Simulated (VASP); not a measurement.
Output of a VASP run:

### OSZICAR
```
       N       E                     dE             d eps       ncg     rms          rms(c)
DAV:   1     0.296358494883E+02    0.29636E+02   -0.59560E+03   894   0.117E+03
DAV:   2    -0.136479286650E+02   -0.43284E+02   -0.42205E+02   952   0.223E+02
DAV:   3    -0.146361344551E+02   -0.98821E+00   -0.98654E+00  1145   0.320E+01
DAV:   4    -0.146433862369E+02   -0.72518E-02   -0.72478E-02  1168   0.260E+00
DAV:   5    -0.146434182685E+02   -0.32032E-04   -0.32032E-04  1148   0.112E-01    0.382E+00
DAV:   6    -0.115518431594E+02    0.30916E+01   -0.44346E-01  1122   0.697E+00    0.188E+00
DAV:   7    -0.127555072402E+02   -0.12037E+01   -0.33294E+00   940   0.161E+01    0.297E+00
DAV:   8    -0.116770755285E+02    0.10784E+01   -0.46462E-01   857   0.662E+00    0.140E+00
DAV:   9    -0.114391095927E+02    0.23797E+00   -0.52599E-01   851   0.748E+00    0.106E+00
DAV:  10    -0.115739387004E+02   -0.13483E+00   -0.21940E-01   846   0.533E+00    0.678E-02
DAV:  11    -0.115790113600E+02   -0.50727E-02   -0.32413E-03   850   0.896E-01    0.756E-02
DAV:  12    -0.115788576341E+02    0.15373E-03   -0.29802E-03   867   0.627E-01    0.961E-02
DAV:  13    -0.115791865127E+02   -0.32888E-03   -0.12230E-03   856   0.430E-01    0.137E-02
DAV:  14    -0.115793871348E+02   -0.20062E-03   -0.73115E-05   874   0.132E-01    0.254E-03
DAV:  15    -0.115793876286E+02   -0.49381E-06   -0.93627E-07  1176   0.131E-02
   1 F= -.11579388E+02 E0= -.11579388E+02  d E =-.115794E+02
```

OUTCAR:
```
------------------------ aborting loop because EDIFF is reached ----------------------------------------
  FORCE on cell =-STRESS in cart. coord.  units (eV):
  Direction    XX          YY          ZZ          XY          YZ          ZX
  --------------------------------------------------------------------------------------
  Total       -0.0008467     -0.0008467     -0.0008467      0.0000000      0.0000000      0.0000000
  in kB       -0.0870736     -0.0870736     -0.0870736      0.0000000      0.0000000      0.0000000
  external PRESSURE =      -0.0870736 kB  Pullay stress =       0.0000000 kB
  volume of cell :       15.58
      direct lattice vectors                 reciprocal lattice vectors
     0.000000000  1.982314383  1.982314383    -0.252230425  0.252230425  0.252230425
     1.982314383  0.000000000  1.982314383     0.252230425 -0.252230425  0.252230425
     1.982314383  1.982314383  0.000000000     0.252230425  0.252230425 -0.252230425
  FREE ENERGIE OF THE ION-ELECTRON SYSTEM (eV)
  ---------------------------------------------------
  free  energy   TOTEN  =       -11.5793876286 eV

  energy  without entropy=      -11.5793876286  energy(sigma->0) =      -11.57938763

 reached required accuracy - stopping structural energy minimisation
```
(Selected blocks of OUTCAR.)

### POSCAR
```
LiF
1
    0.0000000000     1.9823143829     1.9823143829
    1.9823143829     0.0000000000     1.9823143829
    1.9823143829     1.9823143829    -0.0000000000
Li F
1 1
Direct
  1.0000000000   1.0000000000   0.0000000000
  0.5000000000   0.5000000000   0.5000000000
```

Reconstruct the remaining input files.

One answer among several that fit: the input of the run itself, r2SCAN+rVV10, plane waves, VASP's PBE PAW potentials (set 64).

### INCAR
```
SYSTEM = LiF
PREC = Accurate
ENCUT = 520
EDIFF = 1E-6
NELM = 100
ALGO = Normal
LREAL = .FALSE.
LASPH = .TRUE.
ISMEAR = 0
SIGMA = 0.05
METAGGA = R2SCAN
LUSE_VDW = .TRUE.
BPARAM = 11.95
CPARAM = 0.0093
LMIXTAU = .TRUE.
LWAVE = .FALSE.
LCHARG = .FALSE.
IBRION = 2
ISIF = 3
NSW = 60
EDIFFG = -0.01
```

KPOINTS:
```
Automatic mesh
0
Gamma
10 10 10
0 0 0
```

POTCAR, in this order: Li_sv F (PBE.64 set). Program: vasp_std.

The compound is LiF in the rock salt structure. It was relaxed first. The start is the result of an earlier pass.
